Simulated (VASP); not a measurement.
The system is Si.

```
Si
1.0
     0.00000    2.73430    2.73430
     2.73430    0.00000    2.73430
     2.73430    2.73430    0.00000
Si
2
Direct
  0.75000 0.75000 0.75000
  0.50000 0.50000 0.50000
```

Base run:

* Program: VASP 6.6.1
* Functional: PBE0
* Potentials or basis: VASP PAW PBE potentials, release 64 (Si)
* Cutoff: 520 eV
* k mesh: 6 × 6 × 6
* Occupations: gaussian, width 0.03 eV
* Spin: no spin polarisation

Its results: band gap on the k mesh 1.99 eV, indirect (least direct gap 3.98 eV); pressure -2.0 GPa.

Problem. The run is repeated on the same cell with these changes: functional from PBE0 to HSE06. What comes out?

Solution. Band gap on the k mesh 1.35 eV, indirect (least direct gap 3.33 eV); pressure -1.8 GPa.

Caveats: the PAW data sets were made with another functional, which shifts forces and pressure a little; the mesh misses the band edges, which the band path finds closer together.
